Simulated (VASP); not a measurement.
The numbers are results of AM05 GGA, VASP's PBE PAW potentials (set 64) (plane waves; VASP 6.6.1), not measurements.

The input files of a VASP run:

### INCAR
```
! general
SYSTEM   =  Zr
PREC     =  Accurate
ENCUT    =  520
LREAL    =  .FALSE.
LASPH    =  .TRUE.

! electronic loop
EDIFF    =  1E-7
NELM     =  100
ALGO     =  Normal
LMAXMIX  =  4

! smearing
ISMEAR   =  1
SIGMA    =  0.1

! functional
GGA      =  AM

! ions
IBRION   =  2
NSW      =  30
ISIF     =  4
EDIFFG   =  -0.01

! output
LWAVE    =  .FALSE.
LCHARG   =  .FALSE.
```

File POSCAR:
```
Zr
1.0
  1.5592101219  -2.7006311001   0.0000000000
  1.5592101219   2.7006311001   0.0000000000
  0.0000000000   0.0000000000   5.0220038849
Zr
2
Direct
  0.3333330000   0.6666670000   0.2500000000
  0.6666670000   0.3333330000   0.7500000000
```

File KPOINTS:
```
Automatic mesh
0
gamma
 13 13 7
0 0 0
```

POTCAR, in this order: Zr_sv (PBE.64 set). Program: vasp_std.

The resulting files:

### OSZICAR
```
       N       E                     dE             d eps       ncg     rms          rms(c)
DAV:   1     0.219360090655E+03    0.21936E+03   -0.13814E+04  2688   0.151E+03
DAV:   2    -0.386018262011E+01   -0.22322E+03   -0.22124E+03  3376   0.419E+02
DAV:   3    -0.180516580548E+02   -0.14191E+02   -0.14092E+02  5064   0.801E+01
DAV:   4    -0.183004287608E+02   -0.24877E+00   -0.24875E+00  2928   0.117E+01
DAV:   5    -0.183076759151E+02   -0.72472E-02   -0.72471E-02  4184   0.134E+00    0.177E+01
DAV:   6    -0.177317784763E+02    0.57590E+00   -0.88371E-01  2792   0.855E+00    0.739E+00
DAV:   7    -0.176193960258E+02    0.11238E+00   -0.63758E-01  3960   0.623E+00    0.115E+00
DAV:   8    -0.176251812447E+02   -0.57852E-02   -0.43163E-02  3472   0.188E+00    0.293E-01
DAV:   9    -0.176254585362E+02   -0.27729E-03   -0.15166E-03  3472   0.428E-01    0.380E-02
DAV:  10    -0.176254221844E+02    0.36352E-04   -0.42657E-05  4056   0.489E-02    0.253E-02
DAV:  11    -0.176254297041E+02   -0.75197E-05   -0.11803E-05  2928   0.463E-02    0.388E-03
DAV:  12    -0.176254294736E+02    0.23047E-06   -0.37923E-07  2952   0.451E-03    0.243E-03
DAV:  13    -0.176254294468E+02    0.26833E-07   -0.50556E-08  1896   0.248E-03
   1 F= -.17625429E+02 E0= -.17625229E+02  d E =-.176254E+02
       N       E                     dE             d eps       ncg     rms          rms(c)
DAV:   1    -0.176263434411E+02   -0.91397E-03   -0.49810E-02  2688   0.210E+00    0.157E-01
DAV:   2    -0.176257336776E+02    0.60976E-03   -0.15265E-03  3160   0.316E-01    0.729E-02
DAV:   3    -0.176255676361E+02    0.16604E-03   -0.64646E-04  3584   0.188E-01    0.124E-02
DAV:   4    -0.176255691041E+02   -0.14681E-05   -0.95614E-06  3040   0.303E-02    0.577E-03
DAV:   5    -0.176255690777E+02    0.26448E-07   -0.49046E-07  3560   0.713E-03
   2 F= -.17625569E+02 E0= -.17625363E+02  d E =-.139631E-03
       N       E                     dE             d eps       ncg     rms          rms(c)
DAV:   1    -0.176263421078E+02   -0.77300E-03   -0.47073E-02  2688   0.204E+00    0.153E-01
DAV:   2    -0.176257631816E+02    0.57893E-03   -0.14458E-03  3112   0.307E-01    0.710E-02
DAV:   3    -0.176256059061E+02    0.15728E-03   -0.61563E-04  3640   0.184E-01    0.120E-02
DAV:   4    -0.176256072805E+02   -0.13744E-05   -0.89624E-06  3024   0.295E-02    0.563E-03
DAV:   5    -0.176256072457E+02    0.34812E-07   -0.47214E-07  3560   0.697E-03
   3 F= -.17625607E+02 E0= -.17625404E+02  d E =-.177799E-03
```

### OUTCAR
```
------------------------ aborting loop because EDIFF is reached ----------------------------------------
  FORCE on cell =-STRESS in cart. coord.  units (eV):
  Direction    XX          YY          ZZ          XY          YZ          ZX
  --------------------------------------------------------------------------------------
  Total        1.7599332      1.7599331      1.7549176      0.0000000      0.0000000      0.0000000
  in kB       66.6699026     66.6698997     66.4798991      0.0000000      0.0000000      0.0000000
  external PRESSURE =      66.6065671 kB  Pullay stress =       0.0000000 kB
  volume of cell :       42.29
      direct lattice vectors                 reciprocal lattice vectors
     1.556514904 -2.695962838  0.000000000     0.321230461 -0.185462497  0.000000000
     1.556514904  2.695962838  0.000000000     0.321230461  0.185462497 -0.000000000
     0.000000000  0.000000000  5.039410881     0.000000000  0.000000000  0.198435893
 POSITION                                       TOTAL-FORCE (eV/Angst)
 -----------------------------------------------------------------------------------
      1.55651      0.89866      1.25985         0.000000      0.000000      0.000000
      1.55651     -0.89866      3.77956        -0.000000     -0.000000      0.000000
 -----------------------------------------------------------------------------------
    total drift:                               -0.000119      0.001102     -0.000019
  FREE ENERGIE OF THE ION-ELECTRON SYSTEM (eV)
  ---------------------------------------------------
  free  energy   TOTEN  =       -17.6256072457 eV

  energy  without entropy=      -17.6249984186  energy(sigma->0) =      -17.62540430

 reached required accuracy - stopping structural energy minimisation
```
(Selected blocks of OUTCAR.)

**CONTCAR**
```
Zr
   1.00000000000000
     1.5565149042003237   -2.6959628378366864    0.0000000000000000
     1.5565149042003237    2.6959628378366864    0.0000000000000000
     0.0000000000000000    0.0000000000000000    5.0394108813058125
  Zr
     2
Direct
     0.3333330000000032    0.6666669999999968    0.2500000000000000
     0.6666669999999968    0.3333330000000032    0.7500000000000000
```

The compound is Zr in the hcp structure. This cell is one point of a volume scan, at 0.94 of the reference volume. Symmetry was kept, so distortions that lower it aren't found.
